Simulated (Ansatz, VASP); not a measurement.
## HPbNO4 in VASP and in Ansatz

INCAR

```
SYSTEM = HPbNO4
PREC     = Accurate       ! precision mode
ENCUT    = 520            ! plane-wave cutoff, eV
EDIFF    = 1E-7           ! SCF threshold, eV
ISMEAR   = -1             ! smearing method
SIGMA    = 0.05           ! smearing width, eV
LREAL    = .False.        ! projectors in reciprocal space
LASPH    = .True.         ! aspherical terms in the spheres
NELM     = 60             ! most SCF steps
ALGO     = Normal         ! electronic algorithm
ISIF     = 2              ! what is computed and relaxed
LWAVE    = .False.        ! write WAVECAR
LCHARG   = .True.         ! write CHGCAR
GGA      = PE             ! functional
LVHAR    = .True.       
NBANDS   = 57             ! bands
KPAR     = 4
```

The input KPOINTS:

```
regular mesh
0
Gamma
  7 5 4
  0 0 0
```

POSCAR

```
HPbNO4
1.0
    4.1204000000     -0.0008100000     -0.0112000000
    0.0040400000      6.4272200000      0.0536000000
    0.0279100000      3.2070700000      7.7499400000
H Pb N O
2 2 2 8
Direct
    0.9036600000      0.2182100000      0.4885100000
    0.4033700000      0.7817700000      0.5114200000
    0.3945500000      0.3086300000      0.7072500000
    0.8948900000      0.6913500000      0.2926600000
    0.6340900000      0.1999000000      0.2073000000
    0.1338600000      0.8001200000      0.7927500000
    0.9082900000      0.3286600000      0.5436900000
    0.5379200000      0.3907600000      0.1949700000
    0.5348300000      0.1127900000      0.1060200000
    0.8371800000      0.0888700000      0.3267200000
    0.4081700000      0.6713200000      0.4562400000
    0.0377400000      0.6092400000      0.8052000000
    0.0342900000      0.8873700000      0.8939700000
    0.3371600000      0.9110100000      0.6733000000
```

The input input.yaml:

```yaml
crystal:
  lattice:
    - [4.1204, -0.00081, -0.0112]
    - [0.00404, 6.42722, 0.0536]
    - [0.02791, 3.20707, 7.74994]
  atoms:
    - { symbol: H, position: [0.90366, 0.21821, 0.48851] }
    - { symbol: H, position: [0.40337, 0.78177, 0.51142] }
    - { symbol: Pb, position: [0.39455, 0.30863, 0.70725] }
    - { symbol: Pb, position: [0.89489, 0.69135, 0.29266] }
    - { symbol: "N", position: [0.63409, 0.1999, 0.2073] }
    - { symbol: "N", position: [0.13386, 0.80012, 0.79275] }
    - { symbol: O, position: [0.90829, 0.32866, 0.54369] }
    - { symbol: O, position: [0.53792, 0.39076, 0.19497] }
    - { symbol: O, position: [0.53483, 0.11279, 0.10602] }
    - { symbol: O, position: [0.83718, 0.08887, 0.32672] }
    - { symbol: O, position: [0.40817, 0.67132, 0.45624] }
    - { symbol: O, position: [0.03774, 0.60924, 0.8052] }
    - { symbol: O, position: [0.03429, 0.88737, 0.89397] }
    - { symbol: O, position: [0.33716, 0.91101, 0.6733] }
hamiltonian:
  xc: pbe
  pseudopotentials: { kind: paw }
kpoints:
  mp_grid: { grid: [7, 5, 4] }
scf:
  occupations: { method: fermi_dirac, width: 0.05 }
output:
  forces: true
  stress: true
  eigenvalues: true
  write_density: true
  write_potential: true
  elf: true
  volumetric_format: npy
```

The cell was built by a generator and needn't be a form met in nature.

Alike in both runs: task single point; functional PBE; k mesh 7 × 5 × 4; occupations fermi-dirac, width 0.05 eV; no spin polarisation.

```csv
,VASP,Ansatz
version,VASP 6.6.1,Ansatz 0.2.0
potentials or method,"VASP PAW PBE potentials, release 64 (H, Pb_d, N, O)",Ansatz PAW
plane-wave cutoff (eV),520,420
valence electrons in the cell,88,88
```

Ansatz gave:

```
gap on the k mesh at the Fermi level (eV)       : 3.30
least direct gap on the mesh (eV)               : 3.39
pressure (GPa)                                  : 0.0
largest component of the traceless stress (GPa) : 0.02
rms of the force components (eV/Å)              : 0.002
```

**Question.** Which values does VASP return?

**Answer.** gap on the k mesh at the Fermi level (eV): 3.27; least direct gap on the mesh (eV): 3.36; pressure (GPa): 0.6; largest component of the traceless stress (GPa): 0.52; rms of the force components (eV/Å): 0.148.

Atom by atom the forces differ by 0.148 eV/Å (rms over components). One of these differences is far larger than is usual between the two programs; its cause wasn't traced.

Caveats: spin-orbit coupling is left out, which as a rule narrows the gap of such compounds by several tenths of an eV; the standard files for N, O and F lose accuracy on very short bonds (VASP); an odd mesh through Γ misses points on the zone boundary, where band edges often lie (VASP); odd divisions of the mesh miss points on the zone boundary, where band edges often lie, so the gap on the mesh can be too wide (Ansatz); the pressure holds a Pulay correction of +0.6 GPa for the finite cutoff (Ansatz).
